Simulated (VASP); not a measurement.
# BeCr3 (Pm-3m) in VASP: a series of runs, part 2 of 2

VASP 6.6.1. The steps go on from the part before.

## (5) Relaxation of cell and atoms, PBEsol+U, collinear spin, ferromagnetic start

The input, INCAR:

```
SYSTEM = BeCr3
ALGO = Normal
EDIFF = 1E-6
EDIFFG = -0.02
ENCUT = 600
GGA = PS
IBRION = 2
ISIF = 3
ISMEAR = -1
ISPIN = 2
LASPH = .TRUE.
LCHARG = .FALSE.
LDAU = .TRUE.
LDAUJ = 0 0
LDAUL = 2 -1
LDAUPRINT = 1
LDAUTYPE = 2
LDAUU = 6 0
LMAXMIX = 4
LORBIT = 11
LREAL = .FALSE.
LWAVE = .FALSE.
MAGMOM = 3 3 3 0
NELM = 150
NSW = 40
PREC = Accurate
SIGMA = 0.05
```

The input, KPOINTS:

```
k-points
0
G
  6 6 6
  0 0 0
```

The input, POSCAR:

```
BeCr3
1.0
    3.5112140000      0.0000000000      0.0000000000
    0.0000000000      3.5112140000      0.0000000000
    0.0000000000      0.0000000000      3.5112140000
Cr Be
3 1
Direct
    0.5000000000      0.5000000000      0.0000000000
    0.5000000000      0.0000000000      0.5000000000
    0.0000000000      0.5000000000      0.5000000000
    0.0000000000      0.0000000000      0.0000000000
```

Potentials or basis: VASP PAW PBE potentials, release 64 (Cr_pv, Be).

The run is started by

```console
$ cat potpaw_PBE.64/Cr_pv/POTCAR potpaw_PBE.64/Be/POTCAR > POTCAR
$ mpirun -np 1 vasp_std > vasp.out
```

OUTCAR:

```text
SYSTEM = BeCr3
   EDIFF = 1E-6
   EDIFFG = -0.02
   ENCUT = 600
   GGA = PS
   IBRION = 2
   ISIF = 3
   ISMEAR = -1
   ISPIN = 2
   LASPH = .TRUE.
   LORBIT = 11
   LREAL = .FALSE.
   NELM = 150
   NSW = 40
   PREC = Accurate

 ion  position               nearest neighbor table
   1  0.500  0.500  0.000-   2 2.48   3 2.48   4 2.48   2 2.48   3 2.48   2 2.48   4 2.48   2 2.48
                             3 2.48   4 2.48   3 2.48   4 2.48
   2  0.500  0.000  0.500-   1 2.48   3 2.48   4 2.48   1 2.48   4 2.48   1 2.48   3 2.48   1 2.48
                             3 2.48   4 2.48   4 2.48   3 2.48
   3  0.000  0.500  0.500-   1 2.48   2 2.48   4 2.48   1 2.48   4 2.48   2 2.48   4 2.48   4 2.48
                             1 2.48   2 2.48   1 2.48   2 2.48
   4  0.000  0.000  0.000-   1 2.48   2 2.48   3 2.48   2 2.48   3 2.48   1 2.48   3 2.48   3 2.48
                             1 2.48   2 2.48   2 2.48   1 2.48

  LATTYP: Found a simple cubic cell.
 ALAT       =     3.5112140000

  Lattice vectors:

 A1 = (   3.5112140000,   0.0000000000,   0.0000000000)
 A2 = (   0.0000000000,   3.5112140000,   0.0000000000)
 A3 = (   0.0000000000,   0.0000000000,   3.5112140000)

Analysis of symmetry for initial positions (statically):
=====================================================================
 Subroutine PRICEL returns:
 Original cell was already a primitive cell.

 Routine SETGRP: Setting up the symmetry group for a
 simple cubic supercell.

 Subroutine GETGRP returns: Found 48 space group operations
 (whereof 48 operations were pure point group operations)
 out of a pool of 48 trial point group operations.

The static configuration has the point symmetry O_h .

Analysis of symmetry for dynamics (positions and initial velocities):
=====================================================================
 Subroutine PRICEL returns:
 Original cell was already a primitive cell.

 Routine SETGRP: Setting up the symmetry group for a
 simple cubic supercell.

 Subroutine GETGRP returns: Found 48 space group operations
 (whereof 48 operations were pure point group operations)
 out of a pool of 48 trial point group operations.

The dynamic configuration has the point symmetry O_h .

Analysis of structural, dynamic, and magnetic symmetry:
=====================================================================
 Subroutine PRICEL returns:
 Original cell was already a primitive cell.

 Routine SETGRP: Setting up the symmetry group for a
 simple cubic supercell.

 Subroutine GETGRP returns: Found 48 space group operations
 (whereof 48 operations were pure point group operations)
 out of a pool of 48 trial point group operations.

The overall configuration has the point symmetry O_h .

 Subroutine INISYM returns: Found 48 space group operations
 (whereof 48 operations are pure point group operations),
 and found     1 'primitive' translations
[... 98 lines left out ...]
   IBRION =      2    ionic relax: 0-MD 1-quasi-New 2-CG
   NFREE  =      1    steps in history (QN), initial steepest desc. (CG)
   ISIF   =      3    stress and relaxation
   ISYM   =      2    0-nonsym 1-usesym 2-fastsym
   POTIM  = 0.5000    time-step for ionic-motion
   TEBEG  =    0.0;   TEEND  =   0.0 temperature during run
   PSTRESS=    0.0 pullay stress
   NELECT =      38.0000    total number of electrons
   NUPDOWN=      -1.0000    fix difference up-down
   EMIN   =  10.00;   EMAX   =-10.00  energy-range for DOS
   EFERMI =   0.00;   METHOD = LEGACY
   ISMEAR =    -1;   SIGMA  =   0.05  broadening in eV -4-tet -1-fermi 0-gaus
   EFERMI_NEDOS =   21; number of points for ismear=-14 and -15
   IALGO  =     38    algorithm
   IMIX   =      4    mixing-type and parameters
     AMIX     =   0.40;   BMIX     =  1.00
     AMIX_MAG =   1.60;   BMIX_MAG =  1.00
  volume/ion in A,a.u.               =      10.82        73.03
  Fermi-wavevector in a.u.,A,eV,Ry     =   1.567516  2.962176 33.430975  2.457107
  Thomas-Fermi vector in A             =   2.669684
   LORBIT       =     11    0 simple, 1 ext, 2 COOP (PROOUT), +10 PAW based schemes
 LDA+U is selected, type is set to LDAUTYPE =  2
   angular momentum for each species LDAUL =     2   -1
   U (eV)           for each species LDAUU =   6.0  0.0
   J (eV)           for each species LDAUJ =   0.0  0.0
   GGA     = PS    functional components
   LHFCALC =     F    Hartree Fock is set to
   AEXX    =    0.0000 exact exchange contribution
   IVDW    =     0    specifies the selected vdW correction
   LEPSILON=     F    determine dielectric tensor
   LRPA    =     F    only Hartree local field effects (RPA)
 conjugate gradient relaxation of ions
 spin polarized calculation
  energy-cutoff  :      600.00
  volume of cell :       43.29
 maximum number of plane-waves:      1472
   NGX = 15   NGY = 15   NGZ = 15

--------------------------------------- Ionic step        1  -------------------------------------------

 number of electron      37.9999984 magnetization       8.5781036

 number of electron      37.9999984 magnetization      11.1900027

 Free energy of the ion-electron system (eV)
  ---------------------------------------------------
  ext. energy  EPLUGINS =         0.00000000
  ---------------------------------------------------
  free energy    TOTEN  =       -16.83136270 eV

  energy without entropy =      -16.81247213  energy(sigma->0) =      -16.82191742

 E-fermi :  10.0203     XC(G=0): -12.9001

 val. band max:        9.9993378740   @ k =   0.1667   0.0000   0.0000
 cond. band min:      10.0230609802   @ k =   0.5000   0.5000   0.0000
 fundamental gap:      0.0237231062
 Fermi energy:        10.0202729121

 spin component 1

 k-point     1 :       0.0000    0.0000    0.0000
  band No.  band energies     occupation
      1     -33.7370      1.00000
      2     -33.7370      1.00000
      3     -33.7370      1.00000
      4     -33.1517      1.00000
      5     -33.1517      1.00000
      6     -33.1517      1.00000
[... 1401 lines left out ...]
  o =  0.0057  v =  0.0000  0.0000  0.0000  0.0000  0.0000 -0.0109  0.0000  0.0000 -0.9999  0.0000      0.0000  0.0000  0.0000  0.0000  0.0000  0.0000  0.0000  0.0000  0.0000  0.0000
  o =  0.0057  v =  0.0000  0.0000  0.0000  0.0000  0.0000  0.9999  0.0000 -0.0000 -0.0109  0.0000      0.0000  0.0000  0.0000  0.0000  0.0000  0.0000  0.0000  0.0000  0.0000  0.0000
  o =  0.0097  v =  0.0000  0.0000  0.0000  0.0000  0.0000  0.0000 -0.0000  0.8660  0.0000  0.5000      0.0000  0.0000  0.0000  0.0000  0.0000  0.0000  0.0000  0.0000  0.0000  0.0000
  o =  0.0107  v =  0.0000  0.0000  0.0000  0.0000  0.0000  0.0000 -0.0000  0.5000 -0.0000 -0.8660      0.0000  0.0000  0.0000  0.0000  0.0000  0.0000  0.0000  0.0000  0.0000  0.0000
  o =  0.0168  v =  0.0000  0.0000  0.0000  0.0000  0.0000  0.0000 -1.0000 -0.0000 -0.0000  0.0000      0.0000  0.0000  0.0000  0.0000  0.0000  0.0000  0.0000  0.0000  0.0000  0.0000
  o =  0.8204  v =  1.0000  0.0000  0.0000  0.0000  0.0000  0.0000  0.0000  0.0000  0.0000  0.0000      0.0000  0.0000  0.0000  0.0000  0.0000  0.0000  0.0000  0.0000  0.0000  0.0000
  o =  0.8204  v =  0.0000 -0.0000  0.0000  1.0000 -0.0000  0.0000  0.0000  0.0000  0.0000  0.0000      0.0000  0.0000  0.0000  0.0000  0.0000  0.0000  0.0000  0.0000  0.0000  0.0000
  o =  0.8525  v =  0.0000 -0.0000 -0.8660  0.0000 -0.5000  0.0000  0.0000  0.0000  0.0000  0.0000      0.0000  0.0000  0.0000  0.0000  0.0000  0.0000  0.0000  0.0000  0.0000  0.0000
  o =  0.8540  v =  0.0000  1.0000 -0.0000  0.0000 -0.0000  0.0000  0.0000  0.0000  0.0000  0.0000      0.0000  0.0000  0.0000  0.0000  0.0000  0.0000  0.0000  0.0000  0.0000  0.0000
  o =  0.8870  v =  0.0000  0.0000 -0.5000  0.0000  0.8660  0.0000  0.0000  0.0000  0.0000  0.0000      0.0000  0.0000  0.0000  0.0000  0.0000  0.0000  0.0000  0.0000  0.0000  0.0000

 number of electron      37.9999922 magnetization      13.9815627

 Free energy of the ion-electron system (eV)
  ---------------------------------------------------
  ext. energy  EPLUGINS =         0.00000000
  ---------------------------------------------------
  free energy    TOTEN  =       -20.72070524 eV

  energy without entropy =      -20.70830221  energy(sigma->0) =      -20.71450372

 E-fermi :   5.4403     XC(G=0): -10.5126

 val. band max:        5.3765680860   @ k =   0.3333   0.1667   0.1667
 cond. band min:       5.4479052758   @ k =   0.1667   0.1667   0.0000
 fundamental gap:      0.0713371897
 Fermi energy:         5.4402753827

 spin component 1

 k-point     1 :       0.0000    0.0000    0.0000
  band No.  band energies     occupation
      1     -37.3725      1.00000
      2     -37.3725      1.00000
      3     -37.3725      1.00000
      4     -37.2203      1.00000
      5     -37.2203      1.00000
      6     -37.2203      1.00000
[... 1263 lines left out ...]
  FREE ENERGIE OF THE ION-ELECTRON SYSTEM (eV)
  ---------------------------------------------------
  free  energy   TOTEN  =       -20.7207052408 eV

  energy  without entropy=      -20.7083022075  energy(sigma->0) =      -20.71450372

 reached required accuracy - stopping structural energy minimisation

 total charge

# of ion       s       p       d       tot
------------------------------------------
    1        0.259   6.161   4.261  10.681
    2        0.259   6.161   4.261  10.681
    3        0.259   6.161   4.261  10.681
    4        0.411   0.380   0.000   0.792
--------------------------------------------------
tot          1.190  18.863  12.782  32.834

 magnetization (x)

# of ion       s       p       d       tot
------------------------------------------
    1        0.032   0.066   4.166   4.264
    2        0.032   0.066   4.166   4.264
    3        0.032   0.066   4.166   4.264
    4       -0.083  -0.061   0.000  -0.143
--------------------------------------------------
tot          0.012   0.138  12.497  12.647
```

Run time: 78 s. Hardware: 1 thread of Intel Xeon 6975P-C (Granite Rapids), shared host; peak memory 0.2 GiB.

Results:

| Property | Result |
| --- | --- |
| Free energy | -20.7207 eV |
| Relaxed volume | 17.18 Å³/atom |
| Relaxed cell | a = 4.096 Å, b = 4.096 Å, c = 4.096 Å, α = 90.00°, β = 90.00°, γ = 90.00° |
| Space group after relaxing (to 0.05 Å) | Pm-3m (No. 221) |
| Energy gained by relaxing | 972.3 meV/atom |
| Ionic steps | 3 |
| Pressure after relaxing | -0.1 GPa |
| Net moment | 13.98 μB per cell |
| Site moments | Cr +4.26; Be -0.14 μB |
| Valence electrons inside the program's atomic spheres | Cr 10.68; Be 0.79 |

The path:
| step | energy change (eV) | largest force (eV/Å) | pressure (GPa) | volume (Å³) |
| --- | --- | --- | --- | --- |
| 1 | 0.0000 | 0.0000 | 63.96 | 43.29 |
| 2 | -3.7308 | 0.0000 | -5.87 | 76.39 |
| 3 | -3.8893 | 0.0000 | -0.09 | 68.74 |

Final structure:
```yaml
crystal:
  lattice:
    - [4.09639, 0.00000, 0.00000]
    - [0.00000, 4.09639, 0.00000]
    - [0.00000, 0.00000, 4.09639]
  atoms:
    - { symbol: Cr, position: [0.50000, 0.50000, 0.00000] }
    - { symbol: Cr, position: [0.50000, 0.00000, 0.50000] }
    - { symbol: Cr, position: [0.00000, 0.50000, 0.50000] }
    - { symbol: Be, position: [0.00000, 0.00000, 0.00000] }
```

Eigenvalues of the final occupation matrices:
```tsv
site	spin	trace	eigenvalues
site 1 d	1	4.23	0.82 0.82 0.85 0.85 0.89
site 1 d	2	0.05	0.01 0.01 0.01 0.01 0.02
site 2 d	1	4.23	0.82 0.82 0.85 0.85 0.89
site 2 d	2	0.05	0.01 0.01 0.01 0.01 0.02
site 3 d	1	4.23	0.82 0.82 0.85 0.85 0.89
site 3 d	2	0.05	0.01 0.01 0.01 0.01 0.02
```

Caveat: the electronic state changed during the relaxation; the volume moved by over 15 % at a fixed basis, so the end points are rough; the bands computed are all filled at some k points, so no gap is given; the PAW data sets were made with another functional, which shifts forces and pressure a little; the U is typed as a test and isn't derived for this compound. The state reached can hang on the start; a lower one may exist.

## (6) Relaxation of cell and atoms, PBEsol+U, collinear spin, ferromagnetic start

Changes to INCAR since step 5:

```diff
@@ -17,3 +17,3 @@
 LDAUTYPE = 2
-LDAUU = 6 0
+LDAUU = 8 0
 LMAXMIX = 4
```

KPOINTS is that of step 5.

POSCAR is that of step 5.

Potentials or basis: VASP PAW PBE potentials, release 64 (Cr_pv, Be).

The run is started by

```console
$ cat potpaw_PBE.64/Cr_pv/POTCAR potpaw_PBE.64/Be/POTCAR > POTCAR
$ mpirun -np 1 vasp_std > vasp.out
```

It took 1.9 min on 1 thread of Intel Xeon 6975P-C (Granite Rapids), shared host; peak memory 0.2 GiB.

Results (log left out):

```
Free energy                                           : -18.7720 eV
Relaxed volume                                        : 17.44 Å³/atom
Relaxed cell                                          : a = 4.117 Å, b = 4.117 Å, c = 4.117 Å, α = 90.00°, β = 90.00°, γ = 90.00°
Space group after relaxing (to 0.05 Å)                : Pm-3m (No. 221)
Energy gained by relaxing                             : 1134.7 meV/atom
Ionic steps                                           : 7
Pressure after relaxing                               : 0.2 GPa
Net moment                                            : 14.30 μB per cell
Site moments                                          : Cr +4.38; Be -0.14 μB
Valence electrons inside the program's atomic spheres : Cr 10.74; Be 0.78
```

Step by step:
| step | energy change (eV) | largest force (eV/Å) | pressure (GPa) | volume (Å³) |
| --- | --- | --- | --- | --- |
| 1 | 0.0000 | 0.0000 | 81.57 | 43.29 |
| 2 | -3.9690 | 0.0000 | -8.37 | 87.80 |
| 3 | -4.5357 | 0.0000 | 0.97 | 68.93 |
| 4 | -4.5386 | 0.0000 | -0.31 | 70.39 |
| 5 | -4.5388 | 0.0000 | 0.20 | 69.76 |
| 6 | -4.5388 | 0.0000 | 0.21 | 69.76 |
| 7 | -4.5388 | 0.0000 | 0.18 | 69.76 |

Final structure:
```
CELL_PARAMETERS angstrom
4.11661 0.00000 0.00000
0.00000 4.11661 0.00000
0.00000 0.00000 4.11661
ATOMIC_POSITIONS crystal
Cr 0.50000 0.50000 0.00000
Cr 0.50000 0.00000 0.50000
Cr 0.00000 0.50000 0.50000
Be 0.00000 0.00000 0.00000
```

Levels at points of the mesh, in eV from the Fermi level:
Spin up:
| k point | band 24 | band 25 | band 26 | band 27 | band 28 |
| --- | --- | --- | --- | --- | --- |
| (0.00, 0.00, 0.00) | -1.02 | -1.02 | 0.37 | 0.37 | 0.37 |
| (0.50, 0.00, 0.00) | -2.19 | -1.93 | -1.02 | 3.48 | 3.48 |
| (0.50, 0.50, 0.00) | -1.96 | -1.66 | -1.00 | -0.05 | -0.05 |
| (0.50, 0.50, 0.50) | -1.41 | -1.28 | -1.28 | -1.28 | -1.11 |
Spin down:
```tsv
k point	band 8	band 9	band 10	band 11	band 12	band 13	band 14	band 15	band 16	band 17
(0.00, 0.00, 0.00)	-38.11	-38.11	-6.20	0.58	1.20	1.20	1.20	2.37	2.37	4.51
(0.50, 0.00, 0.00)	-38.13	-38.13	-4.43	-3.58	1.32	1.32	1.73	3.53	4.23	4.23
(0.50, 0.50, 0.00)	-38.15	-38.10	-3.05	-2.01	-2.01	-0.67	1.58	4.30	4.88	4.88
(0.50, 0.50, 0.50)	-38.10	-38.10	-2.17	-0.71	-0.71	-0.71	1.12	1.26	1.26	1.26
```

Eigenvalues of the final occupation matrices:
```csv
site,spin,trace,eigenvalues
site 1 d,1,4.34,0.85 0.85 0.87 0.88 0.90
site 1 d,2,0.03,0.00 0.00 0.01 0.01 0.01
site 2 d,1,4.34,0.85 0.85 0.87 0.88 0.90
site 2 d,2,0.03,0.00 0.00 0.01 0.01 0.01
site 3 d,1,4.34,0.85 0.85 0.87 0.88 0.90
site 3 d,2,0.03,0.00 0.00 0.01 0.01 0.01
```

Caveat: the electronic state changed during the relaxation; the volume moved by over 15 % at a fixed basis, so the end points are rough; the bands computed are all filled at some k points, so no gap is given; the PAW data sets were made with another functional, which shifts forces and pressure a little; the U is typed as a test and isn't derived for this compound. The state reached can hang on the start; a lower one may exist.

## (7) The reference run

An earlier run on the cell as given: functional PBE; potentials or basis VASP PAW PBE potentials, release 64 (Cr_pv, Be); cutoff 520 eV; k mesh 8 × 8 × 8; occupations fermi-dirac, width 0.05 eV; collinear spin, ferromagnetic start; starting moments [3.0, 3.0, 3.0, 0.0] μB.

- Pressure: -0.9 GPa
- Band gap on the k mesh: none (metal or under the smearing width)
- Net moment: 0.00 μB per cell
- Valence electrons inside the program's atomic spheres: Cr 11.05; Be 1.17

## (8) Overview

```csv
U,pressure (GPa),moment (μB),relaxed volume (Å³/atom)
Cr d U = 3 eV,0.0,12.15,15.48
Cr d U = 4 eV,0.1,13.54,16.72
Cr d U = 5 eV,0.2,13.84,16.95
Cr d U = 6 eV,-0.1,13.98,17.18
Cr d U = 8 eV,0.2,14.30,17.44
```

Alike in all rows: task relaxation of cell and atoms; level PBEsol+U; potentials or basis VASP PAW PBE potentials, release 64 (Cr_pv, Be); spin collinear, ferromagnetic start; cell relaxed; k mesh 6 × 6 × 6; cutoff (eV) 600; smearing fermi-dirac 0.05 eV.

Caveats: the electronic state changed during the relaxation; the volume moved by over 15 % at a fixed basis, so the end points are rough; the PAW data sets were made with another functional, which shifts forces and pressure a little; the U is typed as a test and isn't derived for this compound; the bands computed are all filled at some k points, so no gap is given (some runs).

Absolute energies hang on the potentials; compare differences alone.
